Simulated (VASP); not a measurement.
Input:

```
CELL_PARAMETERS angstrom
      1.62197    -2.80933     0.00000
      1.62197     2.80933     0.00000
      0.00000     0.00000     5.15056
ATOMIC_POSITIONS crystal
  Zr 0.33333 0.66667 0.25000
  Zr 0.66667 0.33333 0.78883
```

These are r2SCAN meta-GGA, VASP's PBE PAW potentials (set 64) (plane waves; VASP 6.6.1) values and carry that method's errors. Run with 480 eV cut-off, 12×12×8 Γ-centred mesh, first-order Methfessel-Paxton smearing of 0.10 eV, potentials Zr_sv.

### Question
Predict the energy per atom (σ→0), pressure, largest force, band gap (on the k-mesh) with the smallest direct gap where there is one.

### Answer

- band gap (on the k-mesh) = none (metal, semimetal or under 0.01 eV)
- energy per atom (σ→0) = -2190.8 kJ/mol-atom
- pressure = 1.53 GPa
- largest force = 1.018 eV/Å

The absolute energy has meaning only against runs of the same code, potentials and settings.

The compound is Zr in the hcp structure. This cell was strained or had an atom moved on purpose.
